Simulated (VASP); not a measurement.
Level of theory: HSE06 screened hybrid, VASP's PBE PAW potentials (set 64) (plane waves; VASP).

Input for VASP

**POSCAR**
```
Ga35ZnN36
1
    4.8683178927    -8.4321738171     0.0000000000
    4.8683178927     8.4321738171     0.0000000000
    0.0000000000     0.0000000000    10.5562839806
Ga N Zn
35 36 1
Direct
  0.2220399230   0.1108736418   0.2497955438
  0.1110338678   0.2219379357   0.9996610181
  0.2220443959   0.1108417061   0.7500452839
  0.1113918395   0.2224183171   0.5000915147
  0.2213921079   0.4441366588   0.2500887028
  0.1109189316   0.5556830492   0.9996894287
  0.2227734265   0.4445738525   0.7504678109
  0.1113123600   0.5551961511   0.5003521794
  0.2220811359   0.7777369550   0.2499210986
  0.1110360845   0.8887484943   0.9997267198
  0.2221155476   0.7774932812   0.7501608884
  0.1108642596   0.8884880776   0.5003565088
  0.5555450831   0.1110744128   0.2501018036
  0.4442400279   0.2219786513   0.9997875269
  0.5554455329   0.1107979730   0.7502834629
  0.4441388312   0.2224414701   0.5004203062
  0.5554338813   0.4441206842   0.2503015701
  0.4443453402   0.5554423818   0.9994766627
  0.5547257805   0.4444807750   0.7504655527
  0.5556882176   0.7780013596   0.2503005622
  0.4442531415   0.8888621497   0.9999071344
  0.5547187470   0.7762277431   0.7504552294
  0.4441419055   0.8875773219   0.5003598347
  0.8887109990   0.1109934856   0.2499170899
  0.7777509179   0.2221910737   0.9999679292
  0.8887299158   0.1109803589   0.7500734216
  0.7775556910   0.2219618263   0.5001460522
  0.8885779770   0.4444518141   0.2500740392
  0.7779012898   0.5556926158   0.0000492020
  0.8885447471   0.4440569279   0.7502475809
  0.7763865005   0.5551494445   0.5005054157
  0.8888463550   0.7778108056   0.2500748491
  0.7780181719   0.8889018255   0.9996506378
  0.8884427350   0.7773325297   0.7502848911
  0.7765073086   0.8874745550   0.5004655660
  0.2218897435   0.1105573187   0.4382152759
  0.1107096356   0.2215149568   0.1877933019
  0.2220993823   0.1108504431   0.9380006338
  0.1108749147   0.2218153978   0.6881722718
  0.2162681446   0.4413741357   0.4360689846
  0.1104947020   0.5558628768   0.1877815397
  0.2213057521   0.4439740543   0.9388767622
  0.1107876152   0.5552858704   0.6884507390
  0.2218798938   0.7773460581   0.4383383257
  0.1110020914   0.8887210985   0.1881705169
  0.2221688977   0.7778060080   0.9380620400
  0.1107545880   0.8884428092   0.6883244133
  0.5552187294   0.1106194084   0.4384053905
  0.4440285550   0.2215567357   0.1879041683
  0.5556429892   0.1110864451   0.9382901547
  0.4441702172   0.2216783938   0.6883340807
  0.5576028606   0.4414143470   0.4362551649
  0.4440985073   0.5554065300   0.1877479877
  0.5558934073   0.4439881948   0.9389239979
  0.4440404324   0.5550073086   0.6926862164
  0.5577634749   0.7823844114   0.4362597757
  0.4440852818   0.8890315614   0.1879993196
  0.5558463075   0.7783819131   0.9389197950
  0.4442365133   0.8885382785   0.6883978614
  0.8884208029   0.1104889276   0.4382810835
  0.7777631153   0.2222865090   0.1883744793
  0.8887670034   0.1111480138   0.9380696276
  0.7775789699   0.2219814583   0.6882548971
  0.8883293212   0.4441813409   0.4383800843
  0.7780915894   0.5559246082   0.1880591732
  0.8886491228   0.4442596215   0.9381996288
  0.7774520900   0.5552058596   0.6884577296
  0.8886301744   0.7774159089   0.4384755144
  0.7782739388   0.8890488383   0.1877475513
  0.8889102301   0.7776565313   0.9381448082
  0.7775259178   0.8886021754   0.6885014966
  0.4437221104   0.5548363466   0.5019561902
```

File KPOINTS:
```
kpoints
0
G
 1 1 1
0 0 0
```

INCAR:
```
LHFCALC = .TRUE.
PREC = Normal
PRECFOCK = Fast
SYSTEM = Ga35ZnN36
ALGO = Normal   # blocked Davidson
LMAXMIX = 4   # l cut-off of mixed one-centre charges
NELECT = 296.0
NELMIN = 4
GGA = PE
ENCUT = 400   # plane-wave cut-off (eV)
AEXX = 0.25
NELM = 50   # most electronic steps
ISMEAR = 0
ISIF = 0
SIGMA = 0.05   # width (eV)
LCHARG = .FALSE.
EDIFF = 1E-5
ISYM = 0
LWAVE = .FALSE.
LREAL = Auto
LASPH = .TRUE.
HFSCREEN = 0.2   # 1/Angstrom
```

POTCAR, in this order: Ga N Zn (PBE.64 set). Program: vasp_gam. Read from the step before: WAVECAR.

What VASP printed:

**OSZICAR**
```
       N       E                     dE             d eps       ncg     rms          rms(c)
DAV:   1    -0.524432430011E+03   -0.52443E+03   -0.21323E+01   418   0.226E+01    0.906E+00
DAV:   2    -0.524693728753E+03   -0.26130E+00   -0.23699E+00   508   0.631E+00    0.670E+00
DAV:   3    -0.524687933936E+03    0.57948E-02   -0.15831E-01   468   0.900E-01    0.415E+00
DAV:   4    -0.524741793291E+03   -0.53859E-01   -0.49734E-02   492   0.835E-01    0.257E+00
DAV:   5    -0.524742071372E+03   -0.27808E-03   -0.45374E-02   460   0.574E-01    0.146E+00
DAV:   6    -0.524734716135E+03    0.73552E-02   -0.73792E-03   452   0.265E-01    0.844E-01
DAV:   7    -0.524732238279E+03    0.24779E-02   -0.69832E-03   412   0.204E-01    0.458E-01
DAV:   8    -0.524731696501E+03    0.54178E-03   -0.17762E-03   436   0.101E-01    0.260E-01
DAV:   9    -0.524731572896E+03    0.12361E-03   -0.12190E-03   484   0.902E-02    0.150E-01
DAV:  10    -0.524731594895E+03   -0.21999E-04   -0.71328E-04   500   0.701E-02    0.953E-02
DAV:  11    -0.524731643701E+03   -0.48806E-04   -0.57163E-04   428   0.370E-02    0.697E-02
DAV:  12    -0.524731693943E+03   -0.50242E-04   -0.43487E-04   420   0.304E-02    0.593E-02
DAV:  13    -0.524731748582E+03   -0.54639E-04   -0.41866E-04   388   0.196E-02    0.563E-02
DAV:  14    -0.524731798449E+03   -0.49867E-04   -0.38471E-04   324   0.204E-02    0.544E-02
DAV:  15    -0.524731851335E+03   -0.52886E-04   -0.39351E-04   364   0.172E-02    0.538E-02
DAV:  16    -0.524731902918E+03   -0.51583E-04   -0.37520E-04   236   0.147E-02    0.538E-02
DAV:  17    -0.524731957172E+03   -0.54253E-04   -0.39659E-04   300   0.142E-02    0.548E-02
DAV:  18    -0.524732013120E+03   -0.55948E-04   -0.40581E-04   268   0.142E-02    0.559E-02
DAV:  19    -0.524732072377E+03   -0.59257E-04   -0.43374E-04   324   0.156E-02    0.574E-02
DAV:  20    -0.524732135205E+03   -0.62828E-04   -0.45142E-04   268   0.148E-02    0.591E-02
DAV:  21    -0.524732201642E+03   -0.66437E-04   -0.48286E-04   324   0.156E-02    0.614E-02
DAV:  22    -0.524732271917E+03   -0.70275E-04   -0.51398E-04   308   0.167E-02    0.636E-02
DAV:  23    -0.524732346489E+03   -0.74572E-04   -0.55039E-04   364   0.181E-02    0.660E-02
DAV:  24    -0.524732425393E+03   -0.78904E-04   -0.58124E-04   348   0.184E-02    0.683E-02
DAV:  25    -0.524732508140E+03   -0.82747E-04   -0.61722E-04   356   0.194E-02    0.709E-02
DAV:  26    -0.524732594879E+03   -0.86739E-04   -0.65505E-04   396   0.208E-02    0.732E-02
DAV:  27    -0.524732685561E+03   -0.90681E-04   -0.68665E-04   380   0.212E-02    0.754E-02
DAV:  28    -0.524732779636E+03   -0.94075E-04   -0.71783E-04   388   0.220E-02    0.776E-02
DAV:  29    -0.524732876674E+03   -0.97038E-04   -0.74860E-04   388   0.229E-02    0.795E-02
DAV:  30    -0.524732976407E+03   -0.99733E-04   -0.77516E-04   404   0.237E-02    0.812E-02
DAV:  31    -0.524733078374E+03   -0.10197E-03   -0.79725E-04   404   0.241E-02    0.827E-02
DAV:  32    -0.524733181885E+03   -0.10351E-03   -0.81536E-04   412   0.245E-02    0.842E-02
DAV:  33    -0.524733286275E+03   -0.10439E-03   -0.83096E-04   420   0.250E-02    0.853E-02
DAV:  34    -0.524733390853E+03   -0.10458E-03   -0.83827E-04   412   0.254E-02    0.861E-02
DAV:  35    -0.524733494981E+03   -0.10413E-03   -0.84382E-04   420   0.257E-02    0.867E-02
DAV:  36    -0.524733598036E+03   -0.10305E-03   -0.84035E-04   420   0.258E-02    0.869E-02
DAV:  37    -0.524733699210E+03   -0.10117E-03   -0.83370E-04   420   0.259E-02    0.870E-02
DAV:  38    -0.524733797858E+03   -0.98649E-04   -0.82086E-04   428   0.260E-02    0.867E-02
DAV:  39    -0.524733893424E+03   -0.95566E-04   -0.80391E-04   428   0.259E-02    0.861E-02
DAV:  40    -0.524733985326E+03   -0.91902E-04   -0.77985E-04   420   0.256E-02    0.854E-02
DAV:  41    -0.524734073024E+03   -0.87698E-04   -0.75358E-04   420   0.255E-02    0.842E-02
DAV:  42    -0.524734156199E+03   -0.83175E-04   -0.72289E-04   420   0.251E-02    0.829E-02
DAV:  43    -0.524734234647E+03   -0.78448E-04   -0.68920E-04   420   0.247E-02    0.813E-02
DAV:  44    -0.524734308055E+03   -0.73408E-04   -0.65139E-04   404   0.241E-02    0.795E-02
DAV:  45    -0.524734376267E+03   -0.68213E-04   -0.61409E-04   404   0.237E-02    0.775E-02
DAV:  46    -0.524734439294E+03   -0.63027E-04   -0.57469E-04   396   0.231E-02    0.753E-02
DAV:  47    -0.524734497202E+03   -0.57908E-04   -0.53471E-04   388   0.225E-02    0.730E-02
DAV:  48    -0.524734550156E+03   -0.52954E-04   -0.49469E-04   380   0.217E-02    0.704E-02
DAV:  49    -0.524734598293E+03   -0.48137E-04   -0.45493E-04   372   0.209E-02    0.680E-02
DAV:  50    -0.524734641841E+03   -0.43549E-04   -0.41783E-04   380   0.203E-02
   1 F= -.52473464E+03 E0= -.52473464E+03  d E =-.545668E-05
```

File OUTCAR:
```
------------------------ aborting loop EDIFF was not reached (unconverged)  ----------------------------
  volume of cell :      866.68
      direct lattice vectors                 reciprocal lattice vectors
     4.868317893 -8.432173817  0.000000000     0.102704879 -0.059296690  0.000000000
     4.868317893  8.432173817  0.000000000     0.102704879  0.059296690  0.000000000
     0.000000000  0.000000000 10.556283981     0.000000000  0.000000000  0.094730305
  FREE ENERGIE OF THE ION-ELECTRON SYSTEM (eV)
  ---------------------------------------------------
  free  energy   TOTEN  =      -524.7346418414 eV

  energy  without entropy=     -524.7346363847  energy(sigma->0) =     -524.73463911

  exchange ACFDT corr.  =         0.00000000  see jH, gK, PRB 81, 115126
```
(Selected blocks of OUTCAR.)

stdout:
```
...
DAV:  31    -0.524733078374E+03   -0.10197E-03   -0.79725E-04   404   0.241E-02    0.827E-02
DAV:  32    -0.524733181885E+03   -0.10351E-03   -0.81536E-04   412   0.245E-02    0.842E-02
DAV:  33    -0.524733286275E+03   -0.10439E-03   -0.83096E-04   420   0.250E-02    0.853E-02
DAV:  34    -0.524733390853E+03   -0.10458E-03   -0.83827E-04   412   0.254E-02    0.861E-02
DAV:  35    -0.524733494981E+03   -0.10413E-03   -0.84382E-04   420   0.257E-02    0.867E-02
DAV:  36    -0.524733598036E+03   -0.10305E-03   -0.84035E-04   420   0.258E-02    0.869E-02
DAV:  37    -0.524733699210E+03   -0.10117E-03   -0.83370E-04   420   0.259E-02    0.870E-02
DAV:  38    -0.524733797858E+03   -0.98649E-04   -0.82086E-04   428   0.260E-02    0.867E-02
DAV:  39    -0.524733893424E+03   -0.95566E-04   -0.80391E-04   428   0.259E-02    0.861E-02
DAV:  40    -0.524733985326E+03   -0.91902E-04   -0.77985E-04   420   0.256E-02    0.854E-02
DAV:  41    -0.524734073024E+03   -0.87698E-04   -0.75358E-04   420   0.255E-02    0.842E-02
DAV:  42    -0.524734156199E+03   -0.83175E-04   -0.72289E-04   420   0.251E-02    0.829E-02
DAV:  43    -0.524734234647E+03   -0.78448E-04   -0.68920E-04   420   0.247E-02    0.813E-02
DAV:  44    -0.524734308055E+03   -0.73408E-04   -0.65139E-04   404   0.241E-02    0.795E-02
DAV:  45    -0.524734376267E+03   -0.68213E-04   -0.61409E-04   404   0.237E-02    0.775E-02
DAV:  46    -0.524734439294E+03   -0.63027E-04   -0.57469E-04   396   0.231E-02    0.753E-02
DAV:  47    -0.524734497202E+03   -0.57908E-04   -0.53471E-04   388   0.225E-02    0.730E-02
DAV:  48    -0.524734550156E+03   -0.52954E-04   -0.49469E-04   380   0.217E-02    0.704E-02
DAV:  49    -0.524734598293E+03   -0.48137E-04   -0.45493E-04   372   0.209E-02    0.680E-02
DAV:  50    -0.524734641841E+03   -0.43549E-04   -0.41783E-04   380   0.203E-02

 -----------------------------------------------------------------------------
|                                                                             |
|           W    W    AA    RRRRR   N    N  II  N    N   GGGG   !!!           |
|           W    W   A  A   R    R  NN   N  II  NN   N  G    G  !!!           |
|           W    W  A    A  R    R  N N  N  II  N N  N  G       !!!           |
|           W WW W  AAAAAA  RRRRR   N  N N  II  N  N N  G  GGG   !            |
|           WW  WW  A    A  R   R   N   NN  II  N   NN  G    G                |
|           W    W  A    A  R    R  N    N  II  N    N   GGGG   !!!           |
|                                                                             |
|     The electronic self-consistency was not achieved in the given           |
|     number of steps (NELM). The forces and other quantities evaluated       |
|     might not be reliable so examine the results carefully. If you find     |
|     spurious results, we suggest increasing NELM, if you were close to      |
|     convergence or switching to a different ALGO or adjusting the           |
|     density mixing parameters otherwise.                                    |
|                                                                             |
 -----------------------------------------------------------------------------

   1 F= -.52473464E+03 E0= -.52473464E+03  d E =-.545668E-05
```

Convergence was not reached.

The cell is charged, with a uniform compensating background. The supercell is sampled at Γ alone, which is coarse: total energies, pressure and levels can be off, energies of defects by several tenths of an eV.

The cell is a supercell with a defect, built from GaN (wurtzite): Zn_Ga, charge +1. The cell's shape comes from a PBE relaxation. The run is not spin-polarised, so no state with unpaired spins was tried.
